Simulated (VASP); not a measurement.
A run of VASP 6.6.1 is set up as follows.

File INCAR:

```
SYSTEM = BeB
PREC = Accurate ; ENCUT = 600
EDIFF = 1E-6 ; ISMEAR = 0
SIGMA = 0.05 ; LREAL = .FALSE.
LASPH = .TRUE. ; NELM = 80
ALGO = Normal ; ISIF = 3
LWAVE = .FALSE. ; LCHARG = .FALSE.
GGA = PE ; IBRION = 2
NSW = 60 ; EDIFFG = -0.005
```

Contents of KPOINTS:

```
regular mesh
0
G
  12 12 12
  0 0 0
```

Contents of POSCAR:

```
BeB
1.0
    1.3560420100      0.7829112200      2.1738357700
   -1.3560420100      0.7829112200      2.1738357700
    0.0000000000     -1.5658224400      2.1738357700
Be B
1 1
Direct
    0.7556926600      0.7556926600      0.7556926600
    0.0113060300      0.0113060300      0.0113060300
```

Potentials or basis: VASP PAW PBE potentials, release 64 (Be, B).

The run is started by

```bash
$ cat potpaw_PBE.64/Be/POTCAR potpaw_PBE.64/B/POTCAR > POTCAR
$ mpirun -np 1 vasp_std > vasp.out
```

**Question.** Predict the band gap on the k mesh.

**Answer.** None (metal or under the smearing width).

**Question.** Predict the space group after relaxing (to 0.05 Å).

**Answer.** Pm-3m (No. 221).

Stress tensor (GPa, compression positive):
```
-0.05  0.00  0.00
 0.00 -0.05  0.00
 0.00  0.00  0.11
```
